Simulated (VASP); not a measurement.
The input files of a VASP run:

**INCAR**
```
# general
SYSTEM   =  TiC
PREC     =  Accurate
ENCUT    =  400
LREAL    =  .FALSE.
LASPH    =  .TRUE.

# electronic loop
EDIFF    =  1E-6
NELM     =  100
ALGO     =  Normal
LMAXMIX  =  4

# smearing
ISMEAR   =  0
SIGMA    =  0.05

# functional
GGA      =  PS

# ions
ISIF     =  2

# output
LWAVE    =  .FALSE.
LCHARG   =  .FALSE.
```

**POSCAR**
```
TiC
1
    0.0000000000     2.1657200000     2.1657200000
    2.1657200000     0.0000000000     2.1657200000
    2.1657200000     2.1657200000     0.0000000000
Ti C
1 1
Direct
 -0.0028130000  -0.0196920000   0.0044470000
  0.5028130000   0.5196920000   0.4955530000
```

File KPOINTS:
```
Automatic mesh
0
gamma
1 1 1
```

POTCAR, in this order: Ti_sv C (PBE.64 set). Program: vasp_std.

**Question.** Translate this PBEsol calculation to Ansatz.

**Answer.** One equivalent input (not run):
Ansatz 0.2 input:
```yaml
crystal:
  lattice:
    - [0.0000000, 2.1657200, 2.1657200]
    - [2.1657200, 0.0000000, 2.1657200]
    - [2.1657200, 2.1657200, 0.0000000]
  atoms:
    - { symbol: Ti, position: [-0.0028130, -0.0196920, 0.0044470] }
    - { symbol: C, position: [0.5028130, 0.5196920, 0.4955530] }
kpoints:
  mp_grid: { grid: [1, 1, 1] }
hamiltonian:
  xc: pbesol
  pseudopotentials: { kind: paw }
scf:
  occupations: { method: gaussian, width: 0.05 }
  max_iter: 100
output: { forces: true, stress: true, eigenvalues: true }
```
What does not carry over: each code has its own PAW files, so the cut-off isn't converted (ENCUT is set for VASP's; basis.ecutwfc is left out, and Ansatz then takes the one that its files recommend); Ansatz stops its SCF on the density residual and VASP on the energy change (EDIFF).

The structure comes from a computed database's TiC entry; how it stands against other phases isn't given here. The cell was not relaxed at this level, atoms are displaced from their ideal sites. The k-mesh is coarse (spacing up to 2.51 per Å, 2π included), so the numbers may not be converged in it. The run is one of a series of settings (KPOINTS 1×1×1 Γ-centred mesh against the base run), some of them coarse on purpose.
